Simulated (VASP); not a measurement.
**CsC: equation of state with PBE**

Crystal: CsC.

```
Cs C
1.0
     3.82330    0.00000    0.00000
     0.00000    3.82330    0.00000
     0.00000    0.00000    3.82330
Cs C
1 1
Direct
  0.00000 0.00000 0.00000
  0.50000 0.50000 0.50000
```

The cell was built by a generator and needn't be a form met in nature.

| Property | Result |
| --- | --- |
| Program | VASP 6.6.1 |
| Task | equation of state |
| Functional | PBE |
| Potentials or basis | VASP PAW PBE potentials, release 64 (Cs_sv, C) |
| Cutoff | 520 eV |
| k mesh | 7 × 7 × 7 |
| Occupations | fermi-dirac, width 0.05 eV |
| Spin | no spin polarisation |
| Further INCAR settings | ALGO = Normal; EDIFF = 1e-07; NBANDS = 14 |

```json
{
 "Equilibrium volume": "28.05 Å³/atom",
 "Bulk modulus": "16.3 GPa",
 "Pressure derivative of the bulk modulus": "5.1"
}
```

Energy against volume, from the lowest point:
| volume (Å³/atom) | energy (meV/atom) |
| --- | --- |
| 26.267 | 6.55 |
| 26.826 | 2.94 |
| 27.385 | 0.82 |
| 27.944 | 0.00 |
| 28.503 | 0.33 |
| 29.062 | 1.69 |
| 29.620 | 3.97 |

All runs of the series together: 47 s on 1 thread of Intel(R) Xeon(R) 6975P-C (Granite Rapids), with other jobs on the host.

The run has no spin-orbit coupling, so splittings on Cs are missing.
